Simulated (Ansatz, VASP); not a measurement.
## SnTe in two plane-wave programs

Wanted: the spread between two codes on one cell, functional and k mesh. The cell is taken from a series of runs on this material, whose earlier steps may have relaxed, scaled, displaced or heated it; both programs get it as it stands.

Main program and level: Ansatz 0.2.0; plane waves, with VASP 6.6.1 beside it; zone-centre phonons at r2SCAN.

## Step 1: Set-up

It takes space group Fm-3m (No. 225, cubic). The conventional cell has a = 6.372 Å, b = 6.372 Å, c = 6.372 Å, α = 90.00°, β = 90.00°, γ = 90.00°. Nearest to Sn lie 6 Te at 3.19 Å. Nearest to Te lie 6 Sn at 3.19 Å. Farther neighbours and most contacts between anions are not listed.

Structure file:

```cif
data_structure
_symmetry_space_group_name_H-M 'Fm-3m'
_symmetry_Int_Tables_number 225
_cell_length_a 6.3716
_cell_length_b 6.3716
_cell_length_c 6.3716
_cell_angle_alpha 90.000
_cell_angle_beta 90.000
_cell_angle_gamma 90.000
_cell_volume 258.67
loop_
_atom_site_label
_atom_site_type_symbol
_atom_site_symmetry_multiplicity
_atom_site_Wyckoff_symbol
_atom_site_fract_x
_atom_site_fract_y
_atom_site_fract_z
_atom_site_occupancy
Sn1 Sn 4 a 0.00000 0.00000 0.00000 1
Te1 Te 4 b 0.50000 0.00000 0.00000 1
```

## Step 2: VASP: zone-centre phonons, r2SCAN

Second derivatives magnify differences that forces hide, and they need a tight electronic threshold.

Lines of VASP's logs that name or quote its potential files are left out, and so is its time.

File INCAR:

```
SYSTEM = SnTe
PREC = Accurate
ENCUT = 550
EDIFF = 1E-08
NELM = 120
ISMEAR = 0
SIGMA = 0.01
LREAL = .FALSE.
ALGO = Normal
METAGGA = R2SCAN
LASPH = .TRUE.
NBANDS = 16
LORBIT = 11
LWAVE = .FALSE.
LCHARG = .FALSE.
ISIF = 2
IBRION = 6
NFREE = 2
POTIM = 0.015
NSW = 1
GGA_COMPAT = .FALSE.
EFERMI = MIDGAP
LMIXTAU = .TRUE.
KPAR = 2
```

File POSCAR:

```
SnTe
1.0
    0.0000000000      3.1858209964      3.1858209964
    3.1858209964      0.0000000000      3.1858209964
    3.1858209964      3.1858209964      0.0000000000
Sn Te
1 1
Direct
    0.0000000000      0.0000000000      0.0000000000
    0.5000000000      0.5000000000      0.5000000000
```

File KPOINTS:

```
Automatic mesh
0
Gamma
12 12 12
0 0 0
```

PAW data sets: Sn_d and Te (PBE family, release 64).

Started as:

```bash
> mpirun -np 2 vasp_std
```

Numbers of over 12 decimals in the logs are rounded to 6 here.

The program printed:

```text
[banner, memory and clock lines left out]
running    2 mpi-ranks, on    1 nodes
 distrk:  each k-point on    1 cores,    2 groups
 distr:  one band on    1 cores,    1 groups

 POSCAR found type information on POSCAR SnTe
 POSCAR found :  2 types and       2 ions
|                                                                             |
|               ----> ADVICE to this user running VASP <----                  |
|                                                                             |
|     You enforced a specific xc type in the INCAR file but a different       |
|     [... a line on the potential file left out ...]
|     I HOPE YOU KNOW WHAT YOU ARE DOING!                                     |
|                                                                             |

 LDA part: xc-table for (None), standard interpolation
 POSCAR, INCAR and KPOINTS ok, starting setup
 FFT: planning ... GRIDC
 FFT: planning ... GRID_SOFT
 FFT: planning ... GRID
 WAVECAR not read
 entering main loop
       N       E                     dE             d eps       ncg     rms          rms(c)
DAV:   1     0.868718191572E+02    0.86872E+02   -0.10215E+04  2304   0.152E+03
DAV:   2    -0.422862510228E+02   -0.12916E+03   -0.12630E+03  2504   0.378E+02
DAV:   3    -0.534891890812E+02   -0.11203E+02   -0.11152E+02  2928   0.949E+01
DAV:   4    -0.537842336696E+02   -0.29504E+00   -0.29499E+00  2784   0.166E+01
DAV:   5    -0.537970644258E+02   -0.12831E-01   -0.12831E-01  3528   0.322E+00    0.428E+00
DAV:   6    -0.506058740367E+02    0.31912E+01   -0.88661E-01  2904   0.141E+01    0.327E+00
DAV:   7    -0.505138880582E+02    0.91986E-01   -0.75986E-01  2536   0.817E+00    0.102E+00
DAV:   8    -0.506390800120E+02   -0.12519E+00   -0.61050E-01  2320   0.545E+00    0.487E-01
DAV:   9    -0.506696788760E+02   -0.30599E-01   -0.22075E-02  2960   0.105E+00    0.502E-01
DAV:  10    -0.506595079316E+02    0.10171E-01   -0.48453E-03  2664   0.435E-01    0.661E-01
DAV:  11    -0.506875952500E+02   -0.28087E-01   -0.95371E-02  2472   0.194E+00    0.146E-01
DAV:  12    -0.506896206143E+02   -0.20254E-02   -0.48143E-03  2744   0.469E-01    0.137E-01
DAV:  13    -0.506877480573E+02    0.18726E-02   -0.13456E-03  2728   0.277E-01    0.296E-01
DAV:  14    -0.506900454724E+02   -0.22974E-02   -0.47650E-03  2392   0.590E-01    0.191E-02
DAV:  15    -0.506901346188E+02   -0.89146E-04   -0.17757E-04  2992   0.900E-02    0.363E-02
DAV:  16    -0.506901350365E+02   -0.41771E-06   -0.21052E-06  3424   0.111E-02    0.386E-02
DAV:  17    -0.506901380405E+02   -0.30041E-05   -0.36167E-07  2896   0.717E-03    0.361E-02
DAV:  18    -0.506901367551E+02    0.12854E-05   -0.15879E-05  2888   0.613E-02    0.322E-02
DAV:  19    -0.506901488587E+02   -0.12104E-04   -0.49546E-05  2424   0.690E-02    0.472E-02
DAV:  20    -0.506901527152E+02   -0.38565E-05   -0.28645E-06  2800   0.179E-02    0.280E-02
DAV:  21    -0.506901535940E+02   -0.87883E-06   -0.17480E-06  2664   0.154E-02    0.132E-02
DAV:  22    -0.506901541322E+02   -0.53818E-06   -0.15167E-07  3424   0.453E-03    0.467E-03
DAV:  23    -0.506901541388E+02   -0.66070E-08   -0.45681E-08  2536   0.230E-03
   1 F= -.50690154E+02 E0= -.50690154E+02  d E =-.900582E-24
[...]
2 F= -.50690213E+02 E0= -.50690213E+02  d E =-.213814E-25
[...]
3 F= -.50690213E+02 E0= -.50690213E+02  d E =-.213859E-25
[...]
4 F= -.50690212E+02 E0= -.50690212E+02  d E =-.213500E-25
 Finite differences progress:
  Degree of freedom:   2/  2
  Displacement:        1/  2
  Total:               3/  4
 bond charge predicted
       N       E                     dE             d eps       ncg     rms          rms(c)
DAV:   1    -0.506884022504E+02    0.18100E-02   -0.33573E-01  5352   0.214E+00    0.114E-01
DAV:   2    -0.506901169850E+02   -0.17147E-02   -0.90680E-03  5952   0.554E-01    0.475E-02
DAV:   3    -0.506901422449E+02   -0.25260E-04   -0.22752E-04  7504   0.110E-01    0.458E-02
DAV:   4    -0.506902031174E+02   -0.60872E-04   -0.12518E-04  6144   0.722E-02    0.311E-02
DAV:   5    -0.506901608532E+02    0.42264E-04   -0.74717E-05  5568   0.609E-02    0.693E-03
DAV:   6    -0.506902097624E+02   -0.48909E-04   -0.66240E-05  5536   0.515E-02    0.132E-02
DAV:   7    -0.506902120749E+02   -0.23125E-05   -0.14074E-06  6880   0.840E-03    0.662E-03
DAV:   8    -0.506902115627E+02    0.51224E-06   -0.26042E-07  6136   0.372E-03    0.497E-03
DAV:   9    -0.506902121951E+02   -0.63241E-06   -0.14390E-07  5856   0.307E-03    0.188E-03
DAV:  10    -0.506902122198E+02   -0.24705E-07   -0.24424E-08  6000   0.112E-03    0.226E-04
DAV:  11    -0.506902122184E+02    0.13724E-08   -0.68202E-09  4056   0.517E-04
   5 F= -.50690212E+02 E0= -.50690212E+02  d E =-.214053E-25
 Finite differences progress:
  Degree of freedom:   2/  2
  Displacement:        2/  2
  Total:               4/  4
```

From OUTCAR (step 2):

```text
ion  position               nearest neighbor table
   1  0.000  0.000  0.000-   2 3.19   2 3.19   2 3.19   2 3.19   2 3.19   2 3.19
   2  0.500  0.500  0.500-   1 3.19   1 3.19   1 3.19   1 3.19   1 3.19   1 3.19

  LATTYP: Found a face centered cubic cell.
 ALAT       =     6.3716419928

 Subroutine GETGRP returns: Found 48 space group operations
 (whereof 48 operations were pure point group operations)

The static configuration has the point symmetry O_h .

 Found     72 irreducible k-points:

   k-points           NKPTS =     72   k-points in BZ     NKDIM =     72   number of bands    NBANDS=     16

   dimension x,y,z NGX =    36 NGY =   36 NGZ =   36
   dimension x,y,z NGXF=    72 NGYF=   72 NGZF=   72

   ENCUT  =  550.0 eV  40.42 Ry    6.36 a.u.   8.62  8.62  8.62*2*pi/ulx,y,z

   NELECT =      20.0000    total number of electrons

 k-points in reciprocal lattice and weights: Automatic mesh
   0.00000000  0.00000000  0.00000000       0.001
   0.08333333  0.00000000  0.00000000       0.005
   0.16666667  0.00000000  0.00000000       0.005
   0.25000000  0.00000000  0.00000000       0.005
   0.33333333  0.00000000  0.00000000       0.005
   0.41666667  0.00000000  0.00000000       0.005
   0.50000000  0.00000000  0.00000000       0.002
   0.08333333  0.08333333  0.00000000       0.003
   0.16666667  0.08333333  0.00000000       0.014
[...]
-0.33333333  0.50000000  0.16666667       0.007
  -0.25000000  0.50000000  0.25000000       0.003

 average (electrostatic) potential at core
       1-106.6112       2 -93.0873

 E-fermi :   6.6735

 k-point     1 :       0.0000    0.0000    0.0000
  band No.  band energies     occupation
    ...
      6      -6.6426      2.00000
      7       1.7296      2.00000
      8       4.2106      2.00000
      9       4.2113      2.00000
     10       4.2113      2.00000
     11       9.9679      0.00000
     12       9.9679      0.00000
     13       9.9701      0.00000
     14      11.6340      0.00000
     15      11.6355      0.00000
    ...

 k-point     2 :       0.0833    0.0000    0.0000
  band No.  band energies     occupation
    ...
      6      -6.5834      2.00000
      7       1.3550      2.00000
      8       4.2227      2.00000
      9       4.2232      2.00000
     10       4.4980      2.00000
     11       9.6204      0.00000
     12       9.6206      0.00000
     13       9.6655      0.00000
     14      11.5878      0.00000
     15      11.7813      0.00000
    ...

 k-point     3 :       0.1667    0.0000    0.0000
  band No.  band energies     occupation
    ...
      6      -6.4101      2.00000
      7       0.5554      2.00000
      8       4.2614      2.00000
      9       4.2620      2.00000
     10       5.0396      2.00000
     11       8.9039      0.00000
     12       8.9044      0.00000
     13       9.0102      0.00000
     14      11.6431      0.00000
     15      12.1956      0.00000
    ...

  Total       -0.0111559     -0.0128744     -0.0128744      0.0000000      0.0000000      0.0000000
  in kB       -0.2763881     -0.3189662     -0.3189662      0.0000000      0.0000000      0.0000000
  external PRESSURE =      -0.3047735 kB  Pullay stress =       0.0000000 kB

  energy-cutoff  :      550.00
  volume of cell :       64.67
      direct lattice vectors                 reciprocal lattice vectors
     0.000000000  3.185820996  3.185820996    -0.156945416  0.156945416  0.156945416
     3.185820996  0.000000000  3.185820996     0.156945416 -0.156945416  0.156945416
     3.185820996  3.185820996  0.000000000     0.156945416  0.156945416 -0.156945416

 POSITION                                       TOTAL-FORCE (eV/Angst)
 -----------------------------------------------------------------------------------
      0.00000      0.00000      0.00000         0.007667      0.000000      0.000000
      3.17082      3.18582      3.18582        -0.007667      0.000000      0.000000
 -----------------------------------------------------------------------------------
    total drift:                                0.000012     -0.000000     -0.000000

  FREE ENERGIE OF THE ION-ELECTRON SYSTEM (eV)
  ---------------------------------------------------
  free  energy   TOTEN  =       -50.6902122184 eV

  energy  without entropy=      -50.6902122184  energy(sigma->0) =      -50.69021222

 Eigenvectors and eigenvalues of the dynamical matrix
 ----------------------------------------------------

   1 f  =    0.002514 THz     0.015797 2PiTHz    0.083864 cm-1     0.010398 meV
             X         Y         Z           dx          dy          dz
      0.000000  0.000000  0.000000     0.342809   -0.513337   -0.320450
      3.185821  3.185821  3.185821     0.354158   -0.530331   -0.331058

   2 f  =    0.002514 THz     0.015797 2PiTHz    0.083864 cm-1     0.010398 meV
             X         Y         Z           dx          dy          dz
      0.000000  0.000000  0.000000    -0.133949    0.294792   -0.615530
      3.185821  3.185821  3.185821    -0.138384    0.304551   -0.635907

   3 f  =    0.002514 THz     0.015797 2PiTHz    0.083864 cm-1     0.010398 meV
             X         Y         Z           dx          dy          dz
      0.000000  0.000000  0.000000     0.590136    0.365109    0.046436
      3.185821  3.185821  3.185821     0.609673    0.377196    0.047973

   4 f/i=    1.421376 THz     8.930771 2PiTHz   47.412013 cm-1     5.878338 meV
             X         Y         Z           dx          dy          dz
      0.000000  0.000000  0.000000     0.061930   -0.371709   -0.611781
      3.185821  3.185821  3.185821    -0.059945    0.359798    0.592177

   5 f/i=    1.421376 THz     8.930771 2PiTHz   47.412013 cm-1     5.878338 meV
             X         Y         Z           dx          dy          dz
      0.000000  0.000000  0.000000     0.187782    0.600997   -0.346149
      3.185821  3.185821  3.185821    -0.181764   -0.581739    0.335057

   6 f/i=    1.421376 THz     8.930771 2PiTHz   47.412013 cm-1     5.878338 meV
             X         Y         Z           dx          dy          dz
      0.000000  0.000000  0.000000     0.690783   -0.130050    0.148944
      3.185821  3.185821  3.185821    -0.668648    0.125883   -0.144171

 ELASTIC MODULI CONTR FROM IONIC RELAXATION (kBar)
 Direction    XX          YY          ZZ          XY          YZ          ZX
 --------------------------------------------------------------------------------
 XX           0.0000      0.0000      0.0000      0.0000      0.0000      0.0000
 YY           0.0000      0.0000      0.0000      0.0000      0.0000      0.0000
 ZZ           0.0000      0.0000      0.0000      0.0000      0.0000      0.0000
 XY           0.0000      0.0000      0.0000      0.0000      0.0000      0.0000
 YZ           0.0000      0.0000      0.0000      0.0000      0.0000      0.0000
 ZX           0.0000      0.0000      0.0000      0.0000      0.0000      0.0000
 --------------------------------------------------------------------------------

 total charge
# of ion       s       p       d       tot
------------------------------------------
    1        1.349   0.729   9.978  12.057
    2        1.381   2.004   0.028   3.412
--------------------------------------------------
tot          2.730   2.733  10.006  15.469

[... 3 further parts left out ...]
```

The last energy, forces, stress and levels in OUTCAR belong to the last displaced cell, not to the cell of POSCAR.

Levels, forces or a CONTCAR printed for this step are those of its last displaced cell, not of the structure at rest.

(Part 1 of 2 ends here.)

[Lines on the potential files, build, host, timing and source positions are cut from VASP's logs without a mark.]

[Logs are printed without paths, hosts, clocks, repeated set-up lines and the standing remarks that a program may print on its own settings, such as how far it seeks lower states.]

[Hosts, paths, dates, database ids (printed as entryN), source tags and the programs' standing remarks are cut or masked in the printed files.]
